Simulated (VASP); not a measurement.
All values below come from rev-vdW-DF2, VASP's PBE PAW potentials (set 64) (plane waves; VASP).

VASP input:

File KPOINTS:
```
k-points along high-symmetry lines
15
Line-mode
Reciprocal
  0.000000   0.000000   0.000000 ! GAMMA
  0.500000   0.000000   0.500000 ! X

  0.500000   0.000000   0.500000 ! X
  0.625000   0.250000   0.625000 ! U

  0.375000   0.375000   0.750000 ! K
  0.000000   0.000000   0.000000 ! GAMMA

  0.000000   0.000000   0.000000 ! GAMMA
  0.500000   0.500000   0.500000 ! L

  0.500000   0.500000   0.500000 ! L
  0.500000   0.250000   0.750000 ! W

  0.500000   0.250000   0.750000 ! W
  0.500000   0.000000   0.500000 ! X
```

INCAR:
```
SIGMA = 0.05
SYSTEM = CeO2
ENCUT = 520
PARAM2 = 0.7114
ICHARG = 11   # fixed density
GGA = MK
LASPH = .TRUE.
LUSE_VDW = .TRUE.
NELM = 100
PREC = Accurate
LREAL = .FALSE.
LCHARG = .FALSE.
EDIFF = 1E-7
LMAXMIX = 6   # l cut-off of mixed one-centre charges
AGGAC = 0.0
ISMEAR = 0
PARAM1 = 0.1234568
LORBIT = 11   # lm-projected
LWAVE = .FALSE.
ALGO = Normal   # blocked Davidson
ZAB_VDW = -1.8867
```

POSCAR:
```
CeO2
1
    0.0000000000     2.7197014198     2.7197014198
    2.7197014198     0.0000000000     2.7197014198
    2.7197014198     2.7197014198     0.0000000000
Ce O
1 2
Direct
  0.0000000000   0.0000000000   0.0000000000
  0.2500000000   0.2500000000   0.2500000000
  0.7500000000   0.7500000000   0.7500000000
```

POTCAR, in this order: Ce O (PBE.64 set). Program: vasp_std. Read from the step before: CHGCAR.

What VASP printed:

### OSZICAR
```
       N       E                     dE             d eps       ncg     rms          rms(c)
DAV:   1     0.186694211016E+03    0.18669E+03   -0.11931E+04  2896   0.204E+03
DAV:   2     0.108781009044E+02   -0.17582E+03   -0.17035E+03  3912   0.291E+02
DAV:   3    -0.199316737300E+02   -0.30810E+02   -0.29755E+02  4240   0.134E+02
DAV:   4    -0.213716888203E+02   -0.14400E+01   -0.14375E+01  3840   0.293E+01
DAV:   5    -0.214586965630E+02   -0.87008E-01   -0.87003E-01  4784   0.650E+00
DAV:   6    -0.214639197834E+02   -0.52232E-02   -0.52232E-02  4416   0.126E+00
DAV:   7    -0.214641112350E+02   -0.19145E-03   -0.19145E-03  4816   0.267E-01
DAV:   8    -0.214641193516E+02   -0.81166E-05   -0.81166E-05  4528   0.586E-02
DAV:   9    -0.214641200790E+02   -0.72736E-06   -0.72735E-06  4840   0.151E-02
DAV:  10    -0.214641201314E+02   -0.52454E-07   -0.52443E-07  3872   0.387E-03
   1 F= -.21464120E+02 E0= -.21464120E+02  d E =-.158420E-16
```

### OUTCAR
```
 val. band max:        5.0425481489   @ k =   0.2679   0.2679   0.5357

 cond. band min:       6.9067135746   @ k =   0.5000   0.5000   0.5000



 k-point     1 :       0.0000    0.0000    0.0000
  band No.  band energies     occupation
      1     -27.3871      2.00000
      2     -11.1667      2.00000
      3     -10.1981      2.00000
      4      -9.5251      2.00000
      5      -9.5251      2.00000
      6      -9.5251      2.00000
      7       1.2676      2.00000
      8       1.2676      2.00000
      9       1.2676      2.00000
     10       4.4269      2.00000
     11       4.4269      2.00000
     12       4.4269      2.00000
     13       7.2329      0.00000
     14       7.2329      0.00000
     15       7.2329      0.00000
     16       7.4633      0.00000

 k-point     2 :       0.0357    0.0000    0.0357
  band No.  band energies     occupation
      1     -27.3839      2.00000
      2     -11.2429      2.00000
      3     -10.2087      2.00000
      4      -9.5329      2.00000
      5      -9.5329      2.00000
      6      -9.4419      2.00000
      7       1.2879      2.00000
      8       1.2879      2.00000
      9       1.3030      2.00000
     10       4.3754      2.00000
     11       4.4374      2.00000
     12       4.4374      2.00000
     13       7.2285      0.00000
     14       7.2338      0.00000
     15       7.2338      0.00000
     16       7.4655      0.00000

 k-point     3 :       0.0714    0.0000    0.0714
  band No.  band energies     occupation
      1     -27.3747      2.00000
      2     -11.4356      2.00000
      3     -10.2397      2.00000
      4      -9.5560      2.00000
      5      -9.5560      2.00000
      6      -9.2289      2.00000
      7       1.3485      2.00000
      8       1.3485      2.00000
      9       1.4081      2.00000
     10       4.2255      2.00000
     11       4.4681      2.00000
     12       4.4681      2.00000
     13       7.2159      0.00000
     14       7.2365      0.00000
...
```

The density is held fixed in this step, so its total energy and stress have no physical meaning.

The compound is CeO2 in the fluorite structure. It was relaxed first. The run is not spin-polarised, so no magnetic state was tried.
